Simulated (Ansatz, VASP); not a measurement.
# HfB in two plane-wave programs, part 2 of 2

Aim: how closely do two programs agree when they are given the same cell, functional and k mesh? The cell is taken from a series of runs on this material, whose earlier steps may have relaxed, scaled, displaced or heated it; both programs get it as it stands.

VASP 6.6.1 and Ansatz 0.2.0.

So far: The structure; VASP: relaxation of cell and atoms, PBEsol, pair 1; Ansatz: relaxation of cell and atoms, PBEsol, pair 1; Side by side.

## 5. VASP: relaxation of cell and atoms, PBEsol, pair 2

Level of this step: PBEsol; plane waves and PAW (Hf_pv, B) (VASP).

The relaxed volume is the usual yardstick between codes: in a stiff, nearly cubic crystal its relative difference is about their pressure difference at one cell divided by the bulk modulus.

The input, INCAR:

```
SYSTEM = HfB
PREC = Accurate
ENCUT = 500
EDIFF = 1E-07
NELM = 120
ISMEAR = 1
SIGMA = 0.15
LREAL = .FALSE.
ALGO = Normal
GGA = PS
NBANDS = 12
LASPH = .TRUE.
LORBIT = 11
LWAVE = .FALSE.
LCHARG = .FALSE.
ISIF = 3
IBRION = 2
NSW = 80
EDIFFG = -0.005
GGA_COMPAT = .FALSE.
NELMIN = 4
KPAR = 2
```

The input, POSCAR:

```
HfB
1.0
    0.0000000000      2.3938630000      2.3938630000
    2.3938630000      0.0000000000      2.3938630000
    2.3938630000      2.3938630000      0.0000000000
Hf B
1 1
Direct
    0.5000000000      0.5000000000      0.5000000000
    0.0000000000      0.0000000000      0.0000000000
```

The input, KPOINTS:

```
Automatic mesh
0
Gamma
16 16 16
0 0 0
```

Potentials, in the order of the species: Hf_pv and B (PBE family, release 64).

Started as:

```sh
$ mpirun -np 2 vasp_std
```

Numbers of over 12 decimals in the logs are rounded to 6 here.

The log of the run:

```text
[banner, memory and clock lines left out]
running    2 mpi-ranks, on    1 nodes
[...]
[... a notice as in an earlier step ...]

 LDA part: xc-table for (Slater+PW92), standard interpolation
 POSCAR, INCAR and KPOINTS ok, starting setup
[...]
entering main loop
       N       E                     dE             d eps       ncg     rms          rms(c)
DAV:   1     0.156619218605E+02    0.15662E+02   -0.69742E+03  3488   0.970E+02
DAV:   2    -0.190578267065E+02   -0.34720E+02   -0.33099E+02  4228   0.190E+02
DAV:   3    -0.199908084120E+02   -0.93298E+00   -0.92477E+00  4432   0.220E+01
DAV:   4    -0.199955809704E+02   -0.47726E-02   -0.47699E-02  3896   0.188E+00
[...]
DAV:  11    -0.184086294852E+02   -0.27181E-06   -0.17735E-06  4300   0.953E-03    0.186E-02
DAV:  12    -0.184086289781E+02    0.50710E-06   -0.77381E-07  4100   0.699E-03    0.181E-03
DAV:  13    -0.184086289645E+02    0.13586E-07   -0.23498E-08  1944   0.138E-03
   1 F= -.18408629E+02 E0= -.18409096E+02  d E =-.184086E+02
[...]
DAV:   6    -0.184085952065E+02    0.23135E-06   -0.60105E-07  4052   0.491E-03    0.865E-03
DAV:   7    -0.184085950895E+02    0.11704E-06   -0.38396E-08  1912   0.134E-03    0.508E-04
DAV:   8    -0.184085950964E+02   -0.69144E-08   -0.45826E-09  1784   0.594E-04
   2 F= -.18408595E+02 E0= -.18409067E+02  d E =0.338681E-04
 trial-energy change:    0.000034  1 .order    0.000029   -0.000215    0.000273
 step:   0.4263(harm=  0.4397)  dis= 0.00000  next Energy=   -18.408674 (dE=-0.454E-04)
[...]
N       E                     dE             d eps       ncg     rms          rms(c)
DAV:   1    -0.184088880807E+02   -0.29299E-03   -0.54362E-03  3644   0.644E-01    0.187E-01
DAV:   2    -0.184087240729E+02    0.16401E-03   -0.24479E-04  3624   0.141E-01    0.990E-02
DAV:   3    -0.184086745920E+02    0.49481E-04   -0.12245E-04  3900   0.909E-02    0.818E-02
DAV:   4    -0.184086741652E+02    0.42682E-06   -0.22454E-06  4240   0.140E-02    0.701E-02
DAV:   5    -0.184086740127E+02    0.15255E-06   -0.36306E-06  4080   0.894E-03    0.946E-03
DAV:   6    -0.184086740378E+02   -0.25180E-07   -0.20900E-07  3500   0.291E-03
   3 F= -.18408674E+02 E0= -.18409143E+02  d E =-.450733E-04
[...]
reached required accuracy - stopping structural energy minimisation
```

Parts of OUTCAR (step 5):

```text
  Total        0.0013360      0.0013360      0.0013360      0.0000000     -0.0000000      0.0000000
  in kB        0.0778863      0.0778863      0.0778863      0.0000000     -0.0000000      0.0000000
  external PRESSURE =       0.0778863 kB  Pullay stress =       0.0000000 kB

 POSITION                                       TOTAL-FORCE (eV/Angst)
 -----------------------------------------------------------------------------------
      2.39520      2.39520      2.39520         0.000000     -0.000000      0.000000
      0.00000      0.00000      0.00000        -0.000000      0.000000     -0.000000
 -----------------------------------------------------------------------------------
    total drift:                                0.000000      0.000000      0.000000

  FREE ENERGIE OF THE ION-ELECTRON SYSTEM (eV)
  ---------------------------------------------------
  free  energy   TOTEN  =       -18.4086740378 eV

  energy  without entropy=      -18.4100821562  energy(sigma->0) =      -18.40914341

[... 1 part as in an earlier step ...]

[... 3 further parts left out ...]
[key lines of the parts left out:]
E-fermi :   4.3179
```

## 6. Ansatz: relaxation of cell and atoms, PBEsol, pair 2

The same cell, functional, mesh and smearing now go to Ansatz, which takes its cutoff from its data sets.

The cell is taken from a series of runs on this material, whose earlier steps may have relaxed, scaled, displaced or heated it; both programs get it as it stands.

The input, input.yaml:

```yaml
crystal:
  lattice:
    - [0.0, 2.3938630702, 2.3938630702]
    - [2.3938630702, 0.0, 2.3938630702]
    - [2.3938630702, 2.3938630702, 0.0]
  atoms:
    - { symbol: Hf, position: [0.5, 0.5, 0.5] }
    - { symbol: B, position: [0.0, 0.0, 0.0] }
kpoints:
  mp_grid: { grid: [16, 16, 16] }
hamiltonian:
  xc: pbesol
scf:
  occupations: { method: methfessel_paxton, width: 0.15 }
output:
  forces: true
  stress: true
  eigenvalues: true
  write_density: true
  write_potential: true
  elf: true
  volumetric_format: npy
relax:
  adjacent_minimum: "off"
  f_tol: 0.001
  max_steps: 60
  cell: { stress_tol: 0.01 }
```

Started as:

```sh
$ ansatz run input.yaml --threads 4 --pin off --max-ram 7168MiB --backend cpu --events-out ev --progress --plain --runs-dir out
```

The log of the run:

```text
[...]
Crystal: 2 atoms, lattice volume = 27.436 Å³
Basis set: ecut = 420 eV, 537 PW (Γ), exchange–correlation on 48×48×48 points (8 copies of the dense FFT grid, shifted against one another)
Bands: 19, of which v1, the nominal top of the filled ones, is band 15 counted from 1 (14 counted from 0)
Symmetry: 48 space group operations
[...]
k-points: 145 of 4096
[...]
k-point 144: bands = [... 11 lower, 11.9093, 16.0285, 16.0285, 16.1609, 22.3888, 22.3888, 24.3051, 24.3599]
--- Relaxed structure (3 steps of the walk, 3 accepted, 1 SCFs on fresh bases) ---
[...]
cell:  # Å, volume = 27.4287 Å³
    - [0, 2.393637, 2.393637]
    - [2.393637, 0, 2.393637]
    - [2.393637, 2.393637, 0]
  atoms:
    - { symbol: Hf, position: [0.500000, 0.500000, 0.500000] }
    - { symbol: B, position: [0, 0, 0] }
[key lines of the parts left out:]
SCF converged after 6 iterations
Free energy (F): -15751.563835 eV
Fermi energy:    17.398539 eV
P = ⅓ Tr σ = -0.0002 GPa (-0.002 kbar)
```

## 7. Comparison

What differs besides the data sets and the points named for the pairs above, as far as they apply: the data sets hold 29 valence electrons in Ansatz (on its default PAW (the set named soft_2) files) and 13 in VASP. Total energies have different zeros and are not compared.

Compared:

```
                                         quantity  Ansatz   VASP  difference
                                      volume (Å³)   27.43  27.48     -0.20 %
edge a after relaxation, in the typed setting (Å)   3.385  3.387     -0.06 %
```

## 8. Ansatz: zone-centre phonons, PBEsol

Second derivatives magnify differences that forces hide, and they need a tight electronic threshold.

The cell is taken from a series of runs on this material, whose earlier steps may have relaxed, scaled, displaced or heated it; both programs get it as it stands.

input.yaml, the sections that differ from step 6:

```yaml
crystal:
  lattice:
    - [0.0, 2.393636569, 2.393636569]
    - [2.393636569, 0.0, 2.393636569]
    - [2.393636569, 2.393636569, 0.0]
  atoms:
    - { symbol: Hf, position: [0.5, 0.5, 0.5] }
    - { symbol: B, position: [0.0, 0.0, 0.0] }
output:
  eigenvalues: true
phonons:
  method: dfpt
# kpoints, hamiltonian, scf: as in step 6
# relax: removed
```

The log of the run:

```text
[...]
Crystal: 2 atoms, lattice volume = 27.429 Å³
Basis set: ecut = 420 eV, 531 PW (Γ), exchange–correlation on 48×48×48 points (8 copies of the dense FFT grid, shifted against one another)
Bands: 19, of which v1, the nominal top of the filled ones, is band 15 counted from 1 (14 counted from 0)
Symmetry: 48 space group operations
k-points: 349 of 4096 (irreducible under 8 space group operations, time reversal used)
[...]
k mesh reduced under 8 symmetry operations, with k and −k counted as one. Each operation leaves every solved perturbation unchanged. A smaller set is not used because it would not reduce the number of displacements times k-points to solve
  ASR residual: 3.408e-6 → 0.000e0 eV/Å²; symmetrization residual: 8.801e-8 eV/Å²
  ASR residual per site (eV/Å²): 6.13e-7 3.41e-6
  Γ frequencies (cm⁻¹): 0.00 0.00 0.00 469.60 469.60 469.60
  non-analytic LO–TO correction: not included (Born effective charges unavailable; polar crystals: no LO–TO splitting at Γ)
[key lines of the parts left out:]
SCF converged after 9 iterations
Free energy (F): -15751.563835 eV
Fermi energy:    17.398539 eV
```

## 9. VASP: zone-centre phonons, PBEsol

The same cell, functional, mesh and smearing now go to VASP, with its own data sets.

The input, INCAR:

```
SYSTEM = HfB
PREC = Accurate
ENCUT = 500
EDIFF = 1E-08
NELM = 120
ISMEAR = 1
SIGMA = 0.15
LREAL = .FALSE.
ALGO = Normal
GGA = PS
NBANDS = 12
LASPH = .TRUE.
LORBIT = 11
LWAVE = .FALSE.
LCHARG = .FALSE.
ISIF = 2
IBRION = 8
GGA_COMPAT = .FALSE.
KPAR = 2
```

The input, POSCAR:

```
HfB
1.0
    0.0000000000      2.3936365690      2.3936365690
    2.3936365690      0.0000000000      2.3936365690
    2.3936365690      2.3936365690      0.0000000000
Hf B
1 1
Direct
    0.5000000000      0.5000000000      0.5000000000
    0.0000000000      0.0000000000      0.0000000000
```

KPOINTS is that of step 5.

Started as:

```sh
$ mpirun -np 2 vasp_std
```

The log of the run:

```text
[... set-up lines as in an earlier step ...]
 entering main loop
       N       E                     dE             d eps       ncg     rms          rms(c)
DAV:   1     0.158586375265E+02    0.15859E+02   -0.70431E+03  3488   0.973E+02
DAV:   2    -0.190002283605E+02   -0.34859E+02   -0.33199E+02  4276   0.190E+02
DAV:   3    -0.199901409085E+02   -0.98991E+00   -0.97732E+00  4360   0.224E+01
DAV:   4    -0.199953384303E+02   -0.51975E-02   -0.51966E-02  3920   0.199E+00
[...]
DAV:  13    -0.184086121000E+02    0.12348E-07   -0.26308E-08  3876   0.137E-03    0.490E-04
DAV:  14    -0.184086121218E+02   -0.21802E-07   -0.57797E-09  1920   0.627E-04    0.254E-04
DAV:  15    -0.184086121171E+02    0.46680E-08   -0.66757E-10  1824   0.231E-04
   1 F= -.18408612E+02 E0= -.18409079E+02  d E =0.140065E-02
 Linear response reoptimize wavefunctions to high precision
DAV:   1    -0.184086121159E+02    0.11667E-08   -0.61020E-11  1924   0.641E-05
DAV:   2    -0.184086121159E+02    0.12278E-10   -0.38927E-12  1820   0.184E-05
 Linear response DOF=           2
 Linear response progress:
[...]
RMM:  12    -0.211096362139E+00    0.58489E-08   -0.22197E-07 18091   0.140E-05    0.523E-06
RMM:  13    -0.211096357565E+00    0.45739E-08   -0.12450E-07 15581   0.780E-06    0.104E-06
RMM:  14    -0.211096357305E+00    0.25921E-09   -0.78396E-08 11831   0.491E-06    0.167E-06
 first order change of Fermi-energy   0.73143E-03
 force on displaced ion       1 direction 1 :  -8.264   0.000   0.000
 Linear response progress:
  Degree of freedom:   2/  2
       N       E                     dE             d eps       ncg     rms          rms(c)
RMM:   1    -0.419848592334E-01   -0.41985E-01    0.45143E-03 18209   0.120E+00
RMM:   2    -0.408215972597E-01    0.11633E-02   -0.17688E-03 13583   0.222E-01    0.308E-01
RMM:   3    -0.409002215704E-01   -0.78624E-04   -0.48660E-04 12117   0.120E-01    0.156E-01
RMM:   4    -0.414393198763E-01   -0.53910E-03   -0.30733E-04 12793   0.865E-02    0.207E-02
[...]
RMM:  12    -0.414428467156E-01    0.96221E-07    0.73076E-10 13039   0.162E-05    0.183E-05
RMM:  13    -0.414428685746E-01   -0.21859E-07   -0.27347E-10 13314   0.581E-06    0.712E-06
RMM:  14    -0.414428644704E-01    0.41042E-08    0.22651E-10  9656   0.223E-06    0.247E-06
 first order change of Fermi-energy  -0.41043E-03
 force on displaced ion       2 direction 1 :  -8.265   0.000   0.000
 Linear response finished
```

Parts of OUTCAR (step 9):

```text
  Total        0.0629764      0.0629764      0.0629764      0.0000000      0.0000000     -0.0000000
  in kB        3.6786123      3.6786123      3.6786123      0.0000000      0.0000000     -0.0000000
  external PRESSURE =       3.6786123 kB  Pullay stress =       0.0000000 kB

 POSITION                                       TOTAL-FORCE (eV/Angst)
 -----------------------------------------------------------------------------------
      2.39364      2.39364      2.39364        -0.000000     -0.000000     -0.000000
      0.00000      0.00000      0.00000         0.000000      0.000000      0.000000
 -----------------------------------------------------------------------------------
    total drift:                                0.000000      0.000000      0.000000

[... 1 part as in an earlier step ...]

[... 1 further part left out ...]
```

## 10. Side by side

What differs besides the data sets and the points named for the pairs above, as far as they apply: the data sets hold 29 valence electrons in Ansatz (on its default PAW (the set named soft_2) files) and 13 in VASP. Total energies have different zeros and are not compared.

Both answers:

```
                  quantity  Ansatz   VASP  difference
optical mode 1 to 3 (cm⁻¹)   469.6  469.6     +0.01 %
```

Modes are paired by rising frequency, not by their patterns, so a pair may set unlike modes beside each other; they are those without the splitting of longitudinal modes.

## 11. Outcome

```yaml
difference_in_volume_relaxation_of_cell_and_atoms_pbesol_pair_1: -0.20 %
difference_in_volume_relaxation_of_cell_and_atoms_pbesol_pair_2: -0.20 %
r_m_s_difference_of_the_optical_zone_centre_modes_each_program_s_sorted_by_frequency_zone_centre_phonons_pbesol: 0.035 cm⁻¹
```

The difference in volume is -0.20 % (relaxation of cell and atoms, PBEsol, pair 1), within the 1.2 % picked in this series as the mark of a large difference, as far as the stopping tolerances let one tell. The data sets hold unlike numbers of valence electrons (29 in Ansatz and 13 in VASP), so part of the differences comes from the potentials. 1 further run of this series is not shown here. Such differences can come from data sets, numerical settings and the points named under the comparisons, not from the functional's error against experiment.

[Lines on the potential files, build, host, timing and source positions are cut from VASP's logs without a mark.]

[Logs are printed without paths, hosts, clocks, repeated set-up lines and the standing remarks that a program may print on its own settings, such as how far it seeks lower states.]

[Hosts, paths, dates, database ids (printed as entryN), source tags and the programs' standing remarks are cut or masked in the printed files.]
